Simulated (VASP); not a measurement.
These are PBEsol GGA, VASP's PBE PAW potentials (set 64) (plane waves; VASP) values and carry that method's errors.

VASP ran on this input.

**INCAR**
```
SYSTEM = SnO
PREC = Accurate
ENCUT = 620
EDIFF = 1E-6
NELM = 100
ALGO = Normal
LREAL = .FALSE.
LASPH = .TRUE.
ISMEAR = 0
SIGMA = 0.05
GGA = PS
LMAXMIX = 4
LWAVE = .FALSE.
LCHARG = .FALSE.
IBRION = 2
ISIF = 3
NSW = 40
EDIFFG = -0.02
PSTRESS = 50
```

### POSCAR
```
SnO
1.0
  3.2919831386   0.0000000000   0.0000000000
 -1.6459915692   2.8509410771   0.0000000000
  0.0000000000   0.0000000000   8.2998155838
Sn O
2 2
direct
  0.3333330000   0.6666670000   0.0026941541
  0.6666670000   0.3333330000   0.5026941541
  0.3333330000   0.6666670000   0.3723058459
  0.6666670000   0.3333330000   0.8723058459
```

File KPOINTS:
```
Automatic
0
G
8 8 3
```

POTCAR, in this order: Sn_d O (PBE.64 set). Program: vasp_std.

The run wrote:

OSZICAR:
```
...
DAV:   6    -0.226240764526E+02    0.18195E-04   -0.93700E-05  1512   0.129E-01    0.138E-02
DAV:   7    -0.226240760382E+02    0.41440E-06   -0.12553E-05  1392   0.331E-02    0.320E-03
DAV:   8    -0.226240759190E+02    0.11922E-06   -0.40637E-07   512   0.120E-02
  10 F= -.20574651E+02 E0= -.20574211E+02  d E =-.216772E-02
       N       E                     dE             d eps       ncg     rms          rms(c)
DAV:   1    -0.226375904444E+02   -0.13514E-01   -0.24193E+00  1128   0.162E+01    0.112E+00
DAV:   2    -0.226143011068E+02    0.23289E-01   -0.13107E-01  1128   0.359E+00    0.378E-01
DAV:   3    -0.226101420852E+02    0.41590E-02   -0.11869E-02  1240   0.211E+00    0.169E-01
DAV:   4    -0.226093555310E+02    0.78655E-03   -0.34542E-03  1312   0.941E-01    0.393E-02
DAV:   5    -0.226093411500E+02    0.14381E-04   -0.57401E-04  1152   0.258E-01    0.186E-02
DAV:   6    -0.226093332735E+02    0.78765E-05   -0.35803E-05  1576   0.695E-02    0.993E-03
DAV:   7    -0.226093344597E+02   -0.11862E-05   -0.50796E-06  1104   0.215E-02    0.263E-03
DAV:   8    -0.226093338935E+02    0.56618E-06   -0.45014E-07   520   0.101E-02
  11 F= -.20577682E+02 E0= -.20577171E+02  d E =-.303036E-02
       N       E                     dE             d eps       ncg     rms          rms(c)
DAV:   1    -0.226338189423E+02   -0.24484E-01   -0.36046E+00  1144   0.196E+01    0.138E+00
DAV:   2    -0.225978731307E+02    0.35946E-01   -0.20053E-01  1128   0.440E+00    0.457E-01
DAV:   3    -0.225916788547E+02    0.61943E-02   -0.17882E-02  1232   0.261E+00    0.203E-01
DAV:   4    -0.225905121766E+02    0.11667E-02   -0.52021E-03  1304   0.117E+00    0.476E-02
DAV:   5    -0.225904919839E+02    0.20193E-04   -0.87662E-04  1136   0.318E-01    0.225E-02
DAV:   6    -0.225904801100E+02    0.11874E-04   -0.52928E-05  1584   0.849E-02    0.119E-02
DAV:   7    -0.225904814983E+02   -0.13883E-05   -0.72424E-06  1200   0.255E-02    0.330E-03
DAV:   8    -0.225904807220E+02    0.77621E-06   -0.73022E-07   520   0.134E-02
  12 F= -.20580293E+02 E0= -.20579720E+02  d E =-.564191E-02
       N       E                     dE             d eps       ncg     rms          rms(c)
DAV:   1    -0.227158324400E+02   -0.12535E+00   -0.14144E+01  1136   0.383E+01    0.278E+00
DAV:   2    -0.225787436141E+02    0.13709E+00   -0.80327E-01  1136   0.873E+00    0.934E-01
DAV:   3    -0.225534059311E+02    0.25338E-01   -0.72547E-02  1272   0.535E+00    0.425E-01
DAV:   4    -0.225484525581E+02    0.49534E-02   -0.21282E-02  1312   0.238E+00    0.102E-01
DAV:   5    -0.225483392092E+02    0.11335E-03   -0.37039E-03  1200   0.651E-01    0.490E-02
DAV:   6    -0.225482791993E+02    0.60010E-04   -0.26673E-04  1624   0.182E-01    0.255E-02
DAV:   7    -0.225482814583E+02   -0.22590E-05   -0.32924E-05  1224   0.545E-02    0.746E-03
DAV:   8    -0.225482790001E+02    0.24582E-05   -0.37463E-06   912   0.242E-02    0.125E-03
DAV:   9    -0.225482788237E+02    0.17642E-06   -0.97476E-07   544   0.100E-02
  13 F= -.20580586E+02 E0= -.20580145E+02  d E =-.593411E-02
       N       E                     dE             d eps       ncg     rms          rms(c)
DAV:   1    -0.226156594741E+02   -0.67380E-01   -0.39542E+00  1168   0.217E+01    0.139E+00
DAV:   2    -0.225794896155E+02    0.36170E-01   -0.19518E-01  1144   0.460E+00    0.476E-01
DAV:   3    -0.225727240249E+02    0.67656E-02   -0.18362E-02  1208   0.262E+00    0.194E-01
DAV:   4    -0.225716087607E+02    0.11153E-02   -0.48191E-03  1432   0.110E+00    0.444E-02
DAV:   5    -0.225715492496E+02    0.59511E-04   -0.73420E-04  1112   0.292E-01    0.197E-02
DAV:   6    -0.225715323681E+02    0.16882E-04   -0.40054E-05  1528   0.770E-02    0.107E-02
DAV:   7    -0.225715303609E+02    0.20072E-05   -0.67724E-06  1176   0.237E-02    0.293E-03
DAV:   8    -0.225715305153E+02   -0.15440E-06   -0.66070E-07   504   0.129E-02
  14 F= -.20581922E+02 E0= -.20581481E+02  d E =-.727037E-02
       N       E                     dE             d eps       ncg     rms          rms(c)
DAV:   1    -0.225716829978E+02   -0.15264E-03   -0.18821E+00  1128   0.122E+01    0.688E-01
DAV:   2    -0.225662752666E+02    0.54077E-02   -0.76061E-02  1112   0.285E+00    0.283E-01
DAV:   3    -0.225637876080E+02    0.24877E-02   -0.66647E-03  1272   0.148E+00    0.114E-01
DAV:   4    -0.225635248667E+02    0.26274E-03   -0.18765E-03  1472   0.481E-01    0.384E-02
DAV:   5    -0.225635151367E+02    0.97299E-05   -0.19128E-04  1072   0.154E-01    0.175E-02
DAV:   6    -0.225635137899E+02    0.13468E-05   -0.13018E-05  1464   0.472E-02    0.478E-03
DAV:   7    -0.225635138325E+02   -0.42603E-07   -0.27367E-06   800   0.200E-02
  15 F= -.20583976E+02 E0= -.20583535E+02  d E =-.205419E-02
       N       E                     dE             d eps       ncg     rms          rms(c)
DAV:   1    -0.225768123785E+02   -0.13299E-01   -0.76588E+00  1128   0.243E+01    0.140E+00
DAV:   2    -0.225554796705E+02    0.21333E-01   -0.32097E-01  1128   0.575E+00    0.580E-01
DAV:   3    -0.225452231085E+02    0.10257E-01   -0.27173E-02  1240   0.302E+00    0.248E-01
DAV:   4    -0.225439420683E+02    0.12810E-02   -0.83092E-03  1456   0.103E+00    0.824E-02
DAV:   5    -0.225438931646E+02    0.48904E-04   -0.86464E-04  1056   0.325E-01    0.398E-02
DAV:   6    -0.225438801884E+02    0.12976E-04   -0.66616E-05  1464   0.104E-01    0.113E-02
DAV:   7    -0.225438808448E+02   -0.65634E-06   -0.15037E-05  1152   0.437E-02    0.384E-03
DAV:   8    -0.225438806090E+02    0.23582E-06   -0.76381E-07   504   0.155E-02
  16 F= -.20584701E+02 E0= -.20584195E+02  d E =-.277912E-02
       N       E                     dE             d eps       ncg     rms          rms(c)
DAV:   1    -0.225562016831E+02   -0.12321E-01   -0.11012E+00  1128   0.969E+00    0.517E-01
DAV:   2    -0.225534590723E+02    0.27426E-02   -0.44508E-02  1096   0.222E+00    0.216E-01
DAV:   3    -0.225519850135E+02    0.14741E-02   -0.38834E-03  1264   0.112E+00    0.800E-02
DAV:   4    -0.225518491011E+02    0.13591E-03   -0.10156E-03  1472   0.348E-01    0.266E-02
DAV:   5    -0.225518365228E+02    0.12578E-04   -0.97720E-05  1152   0.111E-01    0.118E-02
DAV:   6    -0.225518330667E+02    0.34561E-05   -0.53720E-06  1280   0.313E-02    0.323E-03
DAV:   7    -0.225518332359E+02   -0.16923E-06   -0.15617E-06   616   0.161E-02
  17 F= -.20585043E+02 E0= -.20584600E+02  d E =-.312079E-02
       N       E                     dE             d eps       ncg     rms          rms(c)
DAV:   1    -0.225648802272E+02   -0.13047E-01   -0.25442E-01  1136   0.542E+00    0.491E-01
DAV:   2    -0.225598026822E+02    0.50775E-02   -0.19800E-02  1200   0.155E+00    0.214E-01
DAV:   3    -0.225586942285E+02    0.11085E-02   -0.27892E-03  1304   0.878E-01    0.101E-01
DAV:   4    -0.225584229964E+02    0.27123E-03   -0.73263E-04  1440   0.400E-01    0.235E-02
DAV:   5    -0.225584176596E+02    0.53367E-05   -0.17121E-04  1192   0.154E-01    0.945E-03
DAV:   6    -0.225584165684E+02    0.10913E-05   -0.11927E-05  1016   0.335E-02    0.532E-03
DAV:   7    -0.225584164465E+02    0.12192E-06   -0.85191E-07   488   0.124E-02
  18 F= -.20585975E+02 E0= -.20585533E+02  d E =-.932001E-03
       N       E                     dE             d eps       ncg     rms          rms(c)
DAV:   1    -0.225642927444E+02   -0.58762E-02   -0.91448E-02  1136   0.324E+00    0.294E-01
DAV:   2    -0.225624730136E+02    0.18197E-02   -0.71202E-03  1200   0.935E-01    0.128E-01
DAV:   3    -0.225620759146E+02    0.39710E-03   -0.10032E-03  1344   0.527E-01    0.607E-02
DAV:   4    -0.225619772192E+02    0.98695E-04   -0.26110E-04  1456   0.238E-01    0.141E-02
DAV:   5    -0.225619745348E+02    0.26844E-05   -0.60901E-05  1200   0.910E-02    0.562E-03
DAV:   6    -0.225619740658E+02    0.46907E-06   -0.40691E-06   784   0.199E-02
  19 F= -.20586146E+02 E0= -.20585704E+02  d E =-.110300E-02
```

OUTCAR:
```
------------------------ aborting loop because EDIFF is reached ----------------------------------------
  FORCE on cell =-STRESS in cart. coord.  units (eV):
  Direction    XX          YY          ZZ          XY          YZ          ZX
  --------------------------------------------------------------------------------------
  Total        2.0052527      2.0052529      2.0023531      0.0000000      0.0000000      0.0000000
  in kB       50.7446040     50.7446089     50.6712272      0.0000000      0.0000000      0.0000000
  external PRESSURE =       0.7201467 kB  Pullay stress =      50.0000000 kB
  volume of cell :       63.31
      direct lattice vectors                 reciprocal lattice vectors
     3.174420697  0.000000000  0.000000000     0.315018107  0.181875780 -0.000000000
    -1.587210348  2.749129097  0.000000000    -0.000000000  0.363751561 -0.000000000
    -0.000000000  0.000000000  7.254879449    -0.000000000 -0.000000000  0.137838266
 POSITION                                       TOTAL-FORCE (eV/Angst)
 -----------------------------------------------------------------------------------
     -0.00000      1.83275      0.17928         0.000000     -0.000000      0.004792
      1.58721      0.91638      3.80672        -0.000000      0.000000      0.004792
     -0.00000      1.83275      2.54130         0.000000      0.000000     -0.004792
      1.58721      0.91638      6.16874        -0.000000     -0.000000     -0.004792
 -----------------------------------------------------------------------------------
    total drift:                               -0.002271      0.001311      0.000162
  FREE ENERGIE OF THE ION-ELECTRON SYSTEM (eV)
  ---------------------------------------------------
  free  energy   TOTEN  =       -22.5619740658 eV

  energy  without entropy=      -22.5610904390  energy(sigma->0) =      -22.56153225
  enthalpy is  TOTEN    =       -20.5861455965 eV   P V=        1.9758284693

 reached required accuracy - stopping structural energy minimisation
```
(Selected blocks of OUTCAR.)

### CONTCAR
```
SnO
   1.00000000000000
     3.1744206968836925    0.0000000000952045    0.0000000000000000
    -1.5872103482629680    2.7491290970500284    0.0000000000000000
    -0.0000000000000000    0.0000000000000000    7.2548794486813204
  Sn              O
     2     2
Direct
     0.3333330000000032    0.6666669999999968    0.0247114147777606
     0.6666669999999968    0.3333330000000032    0.5247114147777604
     0.3333330000000032    0.6666669999999968    0.3502885852222393
     0.6666669999999968    0.3333330000000032    0.8502885852222396
```

Energy and stress use the plane-wave basis of the starting cell.

The structure was generated: SnO was put into the wurtzite type (P6_3mc), which need not be its known phase. This run relaxes it under an external pressure of 5 GPa. Symmetry was kept, so distortions that lower it aren't found.
